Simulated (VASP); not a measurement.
```yaml
crystal:
  lattice:
    - [1.22308, -2.11843, 0.00000]
    - [1.22308, 2.11843, 0.00000]
    - [0.00000, 0.00000, 6.50615]
  atoms:
    - { symbol: B, position: [0.33333, 0.66667, 0.25000] }
    - { symbol: B, position: [0.66667, 0.33333, 0.75000] }
    - { symbol: N, position: [0.66667, 0.33333, 0.25000] }
    - { symbol: N, position: [0.33333, 0.66667, 0.75000] }
```

The numbers are results of PBE GGA, VASP's PBE PAW potentials (set 64) (plane waves; VASP), not measurements. Run with 400 eV cut-off, 10×10×4 Γ-centred mesh, Fermi-Dirac smearing of 0.050 eV, potentials B N.

At this cut-off the stress carries a Pulay error, which pulls relaxed volumes low.

Task: Estimate the energy per atom (σ→0), pressure.

Result: 
```yaml
energy per atom (σ→0): -8.735 eV/atom
pressure: 18.63 GPa
```

Only differences to runs with the same potentials and settings are physical.

The structure is a typed BN crystal (P6_3/mmc). The cell was not relaxed at this level.
